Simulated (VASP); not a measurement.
# Energy against moment in zigzag W chain, bond 2.672 A, part 2 of 3

Aim: the energy of zigzag W chain, bond 2.672 A as a function of its total moment.

VASP 6.6.1, plane waves and PAW; the level of theory is named at each step.

So far. Step 3 (Fixed spin moment, fixed moment 0): Energy at zero smearing: -17.05403 eV.

## Step 4: Fixed spin moment, fixed moment 0.34

Level of this step: LDA, spin-polarised, total moment fixed; plane waves and PAW (W) (VASP).

Input file INCAR:

```
SYSTEM = W
PREC = Normal
ENCUT = 350
EDIFF = 1E-06
NELM = 150
ISMEAR = 1
SIGMA = 0.1
LREAL = .FALSE.
ALGO = Normal
GGA = CA
NBANDS = 15
ISPIN = 2
MAGMOM = 0.17 0.17
LASPH = .TRUE.
LMAXMIX = 4
LORBIT = 11
LWAVE = .FALSE.
LCHARG = .FALSE.
KPAR = 2
AMIX = 0.2
BMIX = 1E-04
AMIX_MAG = 0.8
BMIX_MAG = 1E-04
NUPDOWN = 0.34
```

Input file POSCAR:

```
W
1.0
   12.0000000000      0.0000000000      0.0000000000
    0.0000000000     12.0000000000      0.0000000000
    0.0000000000      0.0000000000      3.2064000000
W
2
Direct
    0.4109333333      0.5000000000      0.0000000000
    0.5890666667      0.5000000000      0.5000000000
```

Input file KPOINTS:

```
Automatic mesh
0
Gamma
1 1 19
0 0 0
```

The projector-augmented-wave data sets are W (LDA family, release 64).

Launch:

```
> mpirun -np 2 vasp_std
```

What it wrote:

```text
[... set-up lines as in an earlier step ...]
 entering main loop
       N       E                     dE             d eps       ncg     rms          rms(c)
DAV:   1     0.379106050449E+02    0.37911E+02   -0.21906E+03   600   0.344E+02
DAV:   2    -0.959304198495E+01   -0.47504E+02   -0.43027E+02  1177   0.567E+01
DAV:   3    -0.189828439058E+02   -0.93898E+01   -0.88677E+01   891   0.341E+01
DAV:   4    -0.192687648021E+02   -0.28592E+00   -0.28244E+00   723   0.758E+00
DAV:   5    -0.192751067631E+02   -0.63420E-02   -0.63315E-02   965   0.948E-01    0.128E+01
DAV:   6    -0.177793625783E+02    0.14957E+01   -0.17451E+00   740   0.512E+00    0.826E+00
DAV:   7    -0.170834673698E+02    0.69590E+00   -0.30355E+00   740   0.722E+00    0.139E+00
DAV:   8    -0.170577306360E+02    0.25737E-01   -0.24470E-01   760   0.169E+00    0.731E-01
DAV:   9    -0.170538502141E+02    0.38804E-02   -0.26275E-02   773   0.523E-01    0.443E-01
DAV:  10    -0.170483804404E+02    0.54698E-02   -0.18516E-02   775   0.550E-01    0.112E-01
DAV:  11    -0.170484260759E+02   -0.45635E-04   -0.15098E-03   852   0.144E-01    0.476E-02
DAV:  12    -0.170484005198E+02    0.25556E-04   -0.26089E-04   734   0.396E-02    0.197E-02
DAV:  13    -0.170483964763E+02    0.40436E-05   -0.26986E-05   769   0.166E-02    0.108E-02
DAV:  14    -0.170483935966E+02    0.28797E-05   -0.80260E-06   869   0.105E-02    0.573E-03
DAV:  15    -0.170483935504E+02    0.46115E-07   -0.42079E-06   807   0.720E-03
   1 F= -.17048394E+02 E0= -.17048739E+02  d E =0.103549E-02  mag=     0.3400
```

Wall time 9.2 s (2 MPI ranks of Intel Xeon 6975P-C (Granite Rapids), shared host); peak memory 0.43 GiB.

Parts of OUTCAR (step 4):

```text
 Found     10 irreducible k-points:

   NELECT =      12.0000    total number of electrons

 E-fermi :  -3.5878

 spin component 1
 k-point     1 :       0.0000    0.0000    0.0000
  band No.  band energies     occupation
    ...
      2      -7.0344      1.00000
      3      -5.0589      1.00000
      4      -4.6920      1.00000
      5      -4.5727      1.00000
      6      -4.1940      1.00000
      7      -3.1777     -0.00001
      8      -3.1687     -0.00001
      9      -3.0635     -0.00000
     10      -3.0007     -0.00000
     11      -2.1752     -0.00000
    ...

 k-point     2 :       0.0000    0.0000    0.0526
  band No.  band energies     occupation
    ...
      2      -6.9615      1.00000
      3      -5.0545      1.00000
      4      -4.7570      1.00000
      5      -4.6709      1.00000
      6      -4.0224      1.00000
      7      -3.3909     -0.03541
      8      -3.1470     -0.00000
      9      -3.0217     -0.00000
     10      -2.8192     -0.00000
     11      -2.3902     -0.00000
    ...

 k-point     3 :       0.0000    0.0000    0.1053
  band No.  band energies     occupation
    ...
      3      -5.0450      1.00000
      4      -5.0437      1.00000
      5      -4.6096      1.00000
      6      -3.7800      1.00058
      7      -3.6918      1.01569
      8      -3.0919     -0.00000
      9      -2.8906     -0.00000
     10      -2.6776     -0.00000
     11      -2.6100     -0.00000
     12      -1.8987     -0.00000
    ...

 k-point     4 :       0.0000    0.0000    0.1579
  band No.  band energies     occupation
    ...
      3      -5.3140      1.00000
      4      -5.0407      1.00000
      5      -4.5154      1.00000
      6      -4.0035      1.00000
      7      -3.5867      0.96541
      8      -3.0595     -0.00000
      9      -2.9227     -0.00000
     10      -2.6665     -0.00000
     11      -2.4431     -0.00000
     12      -2.2838     -0.00000
    ...

  Total      -16.4487329     -0.0854722    -14.2594188      0.0000000      0.0000000      0.0000000
  in kB      -57.0772237     -0.2965892    -49.4802877      0.0000000      0.0000000      0.0000000
  external PRESSURE =     -35.6180335 kB  Pullay stress =       0.0000000 kB

 POSITION                                       TOTAL-FORCE (eV/Angst)
 -----------------------------------------------------------------------------------
      4.93120      6.00000      0.00000         7.666020      0.000000      0.000000
      7.06880      6.00000      1.60320        -7.666020      0.000000      0.000000
 -----------------------------------------------------------------------------------
    total drift:                                0.000000     -0.000000      0.000000

  FREE ENERGIE OF THE ION-ELECTRON SYSTEM (eV)
  ---------------------------------------------------
  free  energy   TOTEN  =       -17.0483935504 eV

  energy  without entropy=      -17.0494290364  energy(sigma->0) =      -17.04873871

 total charge
# of ion       s       p       d       tot
------------------------------------------
    1        0.678   0.200   3.794   4.672
    2        0.678   0.200   3.794   4.672
--------------------------------------------------
tot          1.356   0.401   7.588   9.344

 magnetization (x)
# of ion       s       p       d       tot
------------------------------------------
    1        0.016   0.008   0.100   0.124
    2        0.016   0.008   0.100   0.124
--------------------------------------------------
tot          0.032   0.015   0.200   0.248

[... 9 parts as in an earlier step ...]

[... 9 further parts left out ...]
```

Numbers from this step:

* energy at zero smearing: -17.05 eV
* moment of the cell, from the last line of the log: 0.34 μB

Spin moment in the PAW sphere by atom:

```csv
atom,spin moment in the PAW sphere (μB)
W1,0.124
W2,0.124
```

Force by atom:

```csv
atom,x (eV/Å),y (eV/Å),z (eV/Å),size
W1,7.67,0.00,0.00,7.67
W2,-7.67,0.00,0.00,7.67
```

Energy at zero smearing: -17.04874 eV.

## Step 5: Fixed spin moment, fixed moment 0.69

INCAR, as its differences from that of step 4:

```diff
@@ -12,3 +12,3 @@
 ISPIN = 2
-MAGMOM = 0.17 0.17
+MAGMOM = 0.34 0.34
 LASPH = .TRUE.
@@ -23,2 +23,2 @@
 BMIX_MAG = 1E-04
-NUPDOWN = 0.34
+NUPDOWN = 0.69
```

POSCAR is that of step 4.

KPOINTS is that of step 4.

Launch:

```
> mpirun -np 2 vasp_std
```

What it wrote:

```text
[... set-up lines as in an earlier step ...]
 entering main loop
       N       E                     dE             d eps       ncg     rms          rms(c)
DAV:   1     0.379721451645E+02    0.37972E+02   -0.21897E+03   600   0.344E+02
DAV:   2    -0.952391512312E+01   -0.47496E+02   -0.43185E+02  1177   0.568E+01
DAV:   3    -0.189391015136E+02   -0.94152E+01   -0.88183E+01   891   0.340E+01
DAV:   4    -0.192244756696E+02   -0.28537E+00   -0.28210E+00   716   0.758E+00
[...]
DAV:  13    -0.170301715416E+02    0.27245E-04   -0.28490E-04   831   0.556E-02    0.126E-02
DAV:  14    -0.170301722349E+02   -0.69329E-06   -0.12866E-05   878   0.117E-02    0.697E-03
DAV:  15    -0.170301723926E+02   -0.15772E-06   -0.21828E-06   560   0.429E-03
   1 F= -.17030172E+02 E0= -.17030222E+02  d E =0.147856E-03  mag=     0.6900
```

It took 9.2 s on 2 MPI ranks; peak memory 0.43 GiB.

OUTCAR, selected parts (step 5):

```text
  Total      -16.0730370     -0.0863609    -14.4283087      0.0000000      0.0000000      0.0000000
  in kB      -55.7735558     -0.2996729    -50.0663368      0.0000000      0.0000000      0.0000000
  external PRESSURE =     -35.3798552 kB  Pullay stress =       0.0000000 kB

 POSITION                                       TOTAL-FORCE (eV/Angst)
 -----------------------------------------------------------------------------------
      4.93120      6.00000      0.00000         7.490074      0.000000      0.000000
      7.06880      6.00000      1.60320        -7.490074      0.000000      0.000000
 -----------------------------------------------------------------------------------
    total drift:                                0.000000     -0.000000      0.000000

  FREE ENERGIE OF THE ION-ELECTRON SYSTEM (eV)
  ---------------------------------------------------
  free  energy   TOTEN  =       -17.0301723926 eV

  energy  without entropy=      -17.0303202483  energy(sigma->0) =      -17.03022168

 magnetization (x)
# of ion       s       p       d       tot
------------------------------------------
    1        0.032   0.012   0.209   0.253
    2        0.032   0.012   0.209   0.253
--------------------------------------------------
tot          0.063   0.024   0.418   0.505

[... 2 parts as in an earlier step ...]

[... 1 further part left out ...]
[key lines of the parts left out:]
E-fermi :  -3.6135
```

Spin moment in the PAW sphere by atom:

```csv
atom,spin moment in the PAW sphere (μB)
W1,0.253
W2,0.253
```

Energy at zero smearing: -17.03022 eV.

## Step 6: Fixed spin moment, fixed moment 1.03

INCAR, as its differences from that of step 5:

```diff
@@ -12,3 +12,3 @@
 ISPIN = 2
-MAGMOM = 0.34 0.34
+MAGMOM = 0.52 0.52
 LASPH = .TRUE.
@@ -23,2 +23,2 @@
 BMIX_MAG = 1E-04
-NUPDOWN = 0.69
+NUPDOWN = 1.03
```

POSCAR is that of step 5.

KPOINTS is that of step 5.

Launch:

```
> mpirun -np 2 vasp_std
```

What it wrote:

```text
[... set-up lines as in an earlier step ...]
 entering main loop
       N       E                     dE             d eps       ncg     rms          rms(c)
DAV:   1     0.380617424699E+02    0.38062E+02   -0.21886E+03   600   0.344E+02
DAV:   2    -0.925661476561E+01   -0.47318E+02   -0.43276E+02  1169   0.568E+01
DAV:   3    -0.188696940743E+02   -0.96131E+01   -0.89326E+01   891   0.342E+01
DAV:   4    -0.191605846817E+02   -0.29089E+00   -0.28741E+00   716   0.766E+00
[...]
DAV:  13    -0.169934234457E+02    0.19425E-04   -0.87699E-04   819   0.734E-02    0.138E-02
DAV:  14    -0.169934266840E+02   -0.32383E-05   -0.21716E-05   747   0.184E-02    0.850E-03
DAV:  15    -0.169934258759E+02    0.80803E-06   -0.17210E-06   721   0.627E-03
   1 F= -.16993426E+02 E0= -.16992685E+02  d E =-.222389E-02  mag=     1.0300
```

The job ended after 9 s (2 MPI ranks; peak memory 0.43 GiB; 17 s of CPU time).

OUTCAR, selected parts (step 6):

```text
  Total      -15.6309914     -0.0787125    -14.5494169      0.0000000      0.0000000      0.0000000
  in kB      -54.2396545     -0.2731329    -50.4865830      0.0000000      0.0000000      0.0000000
  external PRESSURE =     -34.9997902 kB  Pullay stress =       0.0000000 kB

 POSITION                                       TOTAL-FORCE (eV/Angst)
 -----------------------------------------------------------------------------------
      4.93120      6.00000      0.00000         7.285458      0.000000      0.000000
      7.06880      6.00000      1.60320        -7.285458      0.000000      0.000000
 -----------------------------------------------------------------------------------
    total drift:                                0.000000     -0.000000      0.000000

  FREE ENERGIE OF THE ION-ELECTRON SYSTEM (eV)
  ---------------------------------------------------
  free  energy   TOTEN  =       -16.9934258759 eV

  energy  without entropy=      -16.9912019813  energy(sigma->0) =      -16.99268458

 magnetization (x)
# of ion       s       p       d       tot
------------------------------------------
    1        0.049   0.017   0.306   0.372
    2        0.049   0.017   0.306   0.372
--------------------------------------------------
tot          0.098   0.033   0.612   0.743

[... 2 parts as in an earlier step ...]

[... 1 further part left out ...]
[key lines of the parts left out:]
E-fermi :  -3.7385
```

Energy at zero smearing: -16.99268 eV.

## Step 7: Fixed spin moment, fixed moment 1.37

INCAR, as its differences from that of step 6:

```diff
@@ -12,3 +12,3 @@
 ISPIN = 2
-MAGMOM = 0.52 0.52
+MAGMOM = 0.69 0.69
 LASPH = .TRUE.
@@ -23,2 +23,2 @@
 BMIX_MAG = 1E-04
-NUPDOWN = 1.03
+NUPDOWN = 1.37
```

POSCAR is that of step 6.

KPOINTS is that of step 6.

Launch:

```
> mpirun -np 2 vasp_std
```

What it wrote:

```text
[... set-up lines as in an earlier step ...]
 entering main loop
       N       E                     dE             d eps       ncg     rms          rms(c)
DAV:   1     0.381856809666E+02    0.38186E+02   -0.21877E+03   600   0.344E+02
DAV:   2    -0.916371173406E+01   -0.47349E+02   -0.43443E+02  1169   0.568E+01
DAV:   3    -0.187731943966E+02   -0.96095E+01   -0.89141E+01   883   0.341E+01
DAV:   4    -0.190745647663E+02   -0.30137E+00   -0.29747E+00   723   0.784E+00
[...]
DAV:  14    -0.169386225845E+02   -0.39272E-05   -0.23516E-05   719   0.165E-02    0.905E-03
DAV:  15    -0.169386215577E+02    0.10268E-05   -0.24523E-06   800   0.744E-03    0.479E-03
DAV:  16    -0.169386213949E+02    0.16274E-06   -0.37022E-07   454   0.245E-03
   1 F= -.16938621E+02 E0= -.16936079E+02  d E =-.762598E-02  mag=     1.3700
```

It took 10 s on 2 MPI ranks; peak memory 0.43 GiB.

OUTCAR, selected parts (step 7):

```text
  Total      -15.0601358     -0.0802048    -14.6844918      0.0000000      0.0000000      0.0000000
  in kB      -52.2587814     -0.2783113    -50.9552939      0.0000000      0.0000000      0.0000000
  external PRESSURE =     -34.4974622 kB  Pullay stress =       0.0000000 kB

 POSITION                                       TOTAL-FORCE (eV/Angst)
 -----------------------------------------------------------------------------------
      4.93120      6.00000      0.00000         7.015601      0.000000      0.000000
      7.06880      6.00000      1.60320        -7.015601      0.000000      0.000000
 -----------------------------------------------------------------------------------
    total drift:                                0.000000     -0.000000      0.000000

  FREE ENERGIE OF THE ION-ELECTRON SYSTEM (eV)
  ---------------------------------------------------
  free  energy   TOTEN  =       -16.9386213949 eV

  energy  without entropy=      -16.9309954169  energy(sigma->0) =      -16.93607940

 magnetization (x)
# of ion       s       p       d       tot
------------------------------------------
    1        0.060   0.024   0.409   0.493
    2        0.060   0.024   0.409   0.493
--------------------------------------------------
tot          0.120   0.047   0.818   0.986

[... 2 parts as in an earlier step ...]

[... 1 further part left out ...]
[key lines of the parts left out:]
E-fermi :  -3.7627
```

Spin moment in the PAW sphere by atom:

```csv
atom,spin moment in the PAW sphere (μB)
W1,0.493
W2,0.493
```

Energy at zero smearing: -16.93608 eV.

## Step 8: Fixed spin moment, fixed moment 1.71

INCAR, as its differences from that of step 7:

```diff
@@ -12,3 +12,3 @@
 ISPIN = 2
-MAGMOM = 0.69 0.69
+MAGMOM = 0.85 0.85
 LASPH = .TRUE.
@@ -23,2 +23,2 @@
 BMIX_MAG = 1E-04
-NUPDOWN = 1.37
+NUPDOWN = 1.71
```

POSCAR is that of step 7.

KPOINTS is that of step 7.

Launch:

```
> mpirun -np 2 vasp_std
```

What it wrote:

```text
[... set-up lines as in an earlier step ...]
 entering main loop
       N       E                     dE             d eps       ncg     rms          rms(c)
DAV:   1     0.383414804143E+02    0.38341E+02   -0.21868E+03   600   0.344E+02
DAV:   2    -0.913681293262E+01   -0.47478E+02   -0.43606E+02  1177   0.566E+01
DAV:   3    -0.186726359330E+02   -0.95358E+01   -0.88580E+01   876   0.339E+01
DAV:   4    -0.189712837689E+02   -0.29865E+00   -0.29446E+00   722   0.782E+00
[...]
DAV:  13    -0.168795074608E+02   -0.32566E-05   -0.30729E-04   804   0.509E-02    0.158E-02
DAV:  14    -0.168795093912E+02   -0.19304E-05   -0.72915E-06   827   0.117E-02    0.857E-03
DAV:  15    -0.168795086962E+02    0.69498E-06   -0.10183E-06   589   0.463E-03
   1 F= -.16879509E+02 E0= -.16877786E+02  d E =-.516941E-02  mag=     1.7100
```

The job ended after 9.2 s (2 MPI ranks; peak memory 0.43 GiB; 18 s of CPU time).

OUTCAR, selected parts (step 8):

```text
  Total      -14.5269345     -0.0812589    -14.7360350      0.0000000      0.0000000      0.0000000
  in kB      -50.4085690     -0.2819690    -51.1341493      0.0000000      0.0000000      0.0000000
  external PRESSURE =     -33.9415624 kB  Pullay stress =       0.0000000 kB

 POSITION                                       TOTAL-FORCE (eV/Angst)
 -----------------------------------------------------------------------------------
      4.93120      6.00000      0.00000         6.767307      0.000000      0.000000
      7.06880      6.00000      1.60320        -6.767307      0.000000      0.000000
 -----------------------------------------------------------------------------------
    total drift:                                0.000000     -0.000000      0.000000

  FREE ENERGIE OF THE ION-ELECTRON SYSTEM (eV)
  ---------------------------------------------------
  free  energy   TOTEN  =       -16.8795086962 eV

  energy  without entropy=      -16.8743392856  energy(sigma->0) =      -16.87778556

 magnetization (x)
# of ion       s       p       d       tot
------------------------------------------
    1        0.071   0.032   0.510   0.613
    2        0.071   0.032   0.510   0.613
--------------------------------------------------
tot          0.142   0.064   1.019   1.225

[... 2 parts as in an earlier step ...]

[... 1 further part left out ...]
[key lines of the parts left out:]
E-fermi :  -3.7641
```

Spin moment in the PAW sphere by atom:

```csv
atom,spin moment in the PAW sphere (μB)
W1,0.613
W2,0.613
```

Energy at zero smearing: -16.87779 eV.

[end of part 2 of 3]

[Lines on the potential files, build, host, timing and source positions are cut from VASP's logs without a mark.]

[Logs are printed without paths, hosts, clocks, repeated set-up lines and the standing remarks that a program may print on its own settings, such as how far it seeks lower states.]

[Hosts, paths, dates, database ids (printed as entryN), source tags and the programs' standing remarks are cut or masked in the printed files.]

[In band tables of VASP the shares of atoms and orbitals are scaled to a sum of 1 inside the atoms' spheres.]

[Runs that stopped without an error message from VASP are left out.]
